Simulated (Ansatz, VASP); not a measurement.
**Two plane-wave programs on MgBeS3**

INCAR

```
PREC = Accurate
ENCUT = 520
EDIFF = 1E-7
ISMEAR = 0
SIGMA = 0.2
LREAL = F
LASPH = T
NELM = 80
ALGO = Normal
ISIF = 2
LWAVE = F
LCHARG = F
GGA = PE
NBANDS = 33
```

The input KPOINTS:

```
regular mesh
0
Gamma
  6 6 2
```

Contents of POSCAR:

```
MgBeS3
1.0
    3.7607716987      0.0000000000      0.0000000000
   -1.8803858493      3.2569238289      0.0000000000
    0.0000000000      0.0000000000     14.9252470806
Mg Be S
2 2 6
Direct
    0.3333333333      0.6666666667      0.8436985655
    0.6666666667      0.3333333333      0.1563014345
    0.3333333333      0.6666666667      0.3784382917
    0.6666666667      0.3333333333      0.6215617083
    0.0000000000      0.0000000000      0.0697707022
    0.0000000000      1.0000000000      0.9302292978
    0.3333333333      0.6666666667      0.2488377897
    0.6666666667      0.3333333333      0.7511622103
    0.0000000000      0.0000000000      0.4259219893
    0.0000000000      1.0000000000      0.5740780107
```

Input for Ansatz:

```yaml
crystal:
  lattice:
    - [3.7607716987, 0.0, 0.0]
    - [-1.8803858493, 3.2569238289, 0.0]
    - [0.0, 0.0, 14.9252470806]
  atoms:
    - { symbol: Mg, position: [0.3333333333, 0.6666666667, 0.8436985655] }
    - { symbol: Mg, position: [0.6666666667, 0.3333333333, 0.1563014345] }
    - { symbol: Be, position: [0.3333333333, 0.6666666667, 0.3784382917] }
    - { symbol: Be, position: [0.6666666667, 0.3333333333, 0.6215617083] }
    - { symbol: S, position: [0.0, 0.0, 0.0697707022] }
    - { symbol: S, position: [0.0, 1.0, 0.9302292978] }
    - { symbol: S, position: [0.3333333333, 0.6666666667, 0.2488377897] }
    - { symbol: S, position: [0.6666666667, 0.3333333333, 0.7511622103] }
    - { symbol: S, position: [0.0, 0.0, 0.4259219893] }
    - { symbol: S, position: [0.0, 1.0, 0.5740780107] }
basis:
  ecutwfc: 420
kpoints:
  mp_grid: { grid: [6, 6, 2] }
hamiltonian:
  xc: pbe
scf:
  occupations: { method: gaussian, width: 0.2 }
  lower_state_search: "off"
output:
  forces: true
  stress: true
  eigenvalues: true
```

Alike in both runs: task single point; functional PBE; k mesh 6 × 6 × 2; occupations gaussian, width 0.2 eV; no spin polarisation.

|  | VASP | Ansatz |
| --- | --- | --- |
| version | VASP 6.6.1 | Ansatz 0.2.0 |
| potentials or method | VASP PAW PBE potentials, release 64 (Mg, Be, S) | scalar-relativistic, plane waves, PAW |
| plane-wave cutoff (eV) | 520 | 420 |
| valence electrons in the cell | 44 | 60 |

```tsv
	VASP	Ansatz	Ansatz less VASP
gap on the k mesh at the Fermi level (eV)	0.27	0.26	-0.007
least direct gap on the mesh (eV)	0.30	0.29	-0.007
pressure (GPa)	-0.2	0.0	+0.22
largest component of the traceless stress (GPa)	0.05	0.26	+0.214
rms of the force components (eV/Å)	0.049	0.039	-0.0108
```

Atom by atom the forces differ by 0.030 eV/Å (rms over components). The two sets of potentials don't hold the same shells in valence.
